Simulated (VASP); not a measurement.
Consider the following.

```
CdSe
1.0
    2.16712    -3.75355     0.00000
    2.16712     3.75355     0.00000
    0.00000     0.00000     7.06757
Cd Se
2 2
Direct
  0.66667   0.33333   0.50007
  0.33333   0.66667   0.00007
  0.66667   0.33333   0.87593
  0.33333   0.66667   0.37593
```

Method: PBE GGA with D4 dispersion, VASP's PBE PAW potentials (set 64) (plane waves; VASP). Numerical set-up: 520 eV cut-off, 7×7×4 Γ-centred mesh, tetrahedra with Blöchl corrections, potentials Cd Se.

The cores are frozen, which limits the accuracy of field gradients.

Q: Give the principal components of the electric field gradient (V/Å²) and the asymmetry η at each nucleus.

A: 
```tsv
atom	Vxx	Vyy	Vzz	η
Cd1	-1.1	-1.1	2.1	0.00
Cd2	-1.1	-1.1	2.1	0.00
Se3	-0.7	-0.7	1.4	0.00
Se4	-0.7	-0.7	1.4	0.00
```

The compound is CdSe in the wurtzite structure. It was relaxed first.
